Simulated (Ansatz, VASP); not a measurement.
# Mg3CdSe4: VASP beside Ansatz

```
CELL_PARAMETERS angstrom
4.28406 0.00000 0.00000
0.00000 4.28406 0.00000
0.00000 0.00000 12.03726
ATOMIC_POSITIONS crystal
Mg 0.00000 0.00000 0.75461
Mg 0.50000 0.50000 0.00000
Mg 0.00000 0.00000 0.24539
Cd 0.50000 0.50000 0.50000
Se 0.50000 0.00000 0.12270
Se 0.00000 0.50000 0.36708
Se 0.50000 0.00000 0.63292
Se 0.00000 0.50000 0.87730
```

Alike in both runs: functional PBE; k mesh 6 × 6 × 4; occupations gaussian, width 0.02 eV; no spin polarisation.

Ansatz relaxed the structure, and its values are those at the end. VASP's run is a single point on that final structure, the one shown.

```csv
,VASP,Ansatz
version,VASP 6.6.1,Ansatz 0.2.0
potentials or method,"VASP PAW PBE potentials, release 64 (Mg, Cd, Se)","scalar-relativistic, plane waves, PAW"
plane-wave cutoff (eV),520,420
valence electrons in the cell,42,114
```

|  | VASP | Ansatz | Ansatz less VASP |
| --- | --- | --- | --- |
| gap on the k mesh at the Fermi level (eV) | 1.86 | 1.87 | +0.004 |
| least direct gap on the mesh (eV) | 1.86 | 1.87 | +0.004 |
| pressure (GPa) | 0.0 | 0.0 | -0.03 |
| rms of the force components (eV/Å) | 0.011 | 0.001 | -0.0101 |

With one functional, cell and mesh, what is left measures potentials, basis and numerics. The two sets of potentials don't hold the same shells in valence.

A k mesh can miss the band edges. Expect the measured gap to be larger: semilocal functionals such as PBE lack the derivative discontinuity.
